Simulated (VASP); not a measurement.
Data:

```
CELL_PARAMETERS angstrom
      0.00000     2.49997     2.49997
      2.49997     0.00000     2.49997
      2.49997     2.49997     0.00000
ATOMIC_POSITIONS crystal
  Y  0.00000 0.00000 0.00000
  N  0.50000 0.50000 0.50000
```

These are PW91 GGA, VASP's PBE PAW potentials (set 64) (plane waves; VASP) values and carry that method's errors. Settings: 520 eV cut-off, 9×9×9 Γ-centred mesh, Gaussian smearing of 0.050 eV, potentials Y_sv N.

Problem. Predict the energy per atom (σ→0), pressure.

Solution. 
```
Property                       Result
---------------------  --------------
energy per atom (σ→0)  -9139 meV/atom
pressure                    -8.31 GPa
```

The compound is YN in the rock salt structure. This cell is one point of a volume scan, at 1.06 of the reference volume.
